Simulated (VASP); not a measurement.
Here is the system:

```yaml
crystal:
  lattice:
    - [0.00000, 2.58907, 2.58907]
    - [2.58907, 0.00000, 2.58907]
    - [2.58907, 2.58907, 0.00000]
  atoms:
    - { symbol: Mg, position: [0.00000, 0.00000, 0.00000] }
    - { symbol: S, position: [0.50000, 0.50000, 0.50000] }
```

Calculation: PBEsol GGA, VASP's PBE PAW potentials (set 64) (plane waves; VASP 6.6.1). Settings: 500 eV cut-off, 9×9×9 Γ-centred mesh, Gaussian smearing of 0.050 eV, potentials Mg S.

### Question
Estimate the energy per atom (σ→0).

### Answer

| Quantity | Value |
|---|---|
| energy per atom (σ→0) | -4538 meV/atom |

Only differences to runs with the same potentials and settings are physical.

The compound is MgS in the rock salt structure. It was relaxed first.
